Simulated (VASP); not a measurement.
GW runs with VASP on GaN (zinc blende), on PBE orbitals with a Kohn-Sham gap of 1.65 eV on the mesh.

Space group F-43m (No. 216); a = b = c = 4.520 Å, α = β = γ = 90.00°

```json
[
 {"atom": "Ga", "site": "4a", "symmetry": "-43m", "x": "0.0000", "y": "0.0000", "z": "0.0000"},
 {"atom": "N", "site": "4d", "symmetry": "-43m", "x": "0.7500", "y": "0.7500", "z": "0.7500"}
]
```
(The calculation used a cell of 2 atoms; values per cell refer to that cell.)

Run with PREC = Normal, 500 eV cut-off, 4×4×4 Γ-centred mesh, Gaussian smearing of 0.010 eV, potentials Ga_d_GW N_GW_new.

The mesh is coarse and the basis finite, so the quasiparticle values are not converged.

```csv
run,level,NBANDS,ENCUTGW (eV),QP gap (eV),smallest direct QP gap (eV)
run 1,"G0W0@PBE, 1 step(s)",64,150,2.68,2.68
run 2,"G0W0@PBE, 1 step(s)",160,200,2.74,2.74
run 3,"evGW0@PBE, 4 step(s)",160,200,(withheld),(withheld)
```

**Question.** Some entries are withheld; supply them.

**Answer.** 
- run 3, QP gap (eV): 2.98
- run 3, smallest direct QP gap (eV): 2.98

Left out are failed runs and those that VASP or the mesh makes unfit.

The compound is GaN in the zinc blende structure, a metastable form; wurtzite is the usual one. The cell was not relaxed at this level.
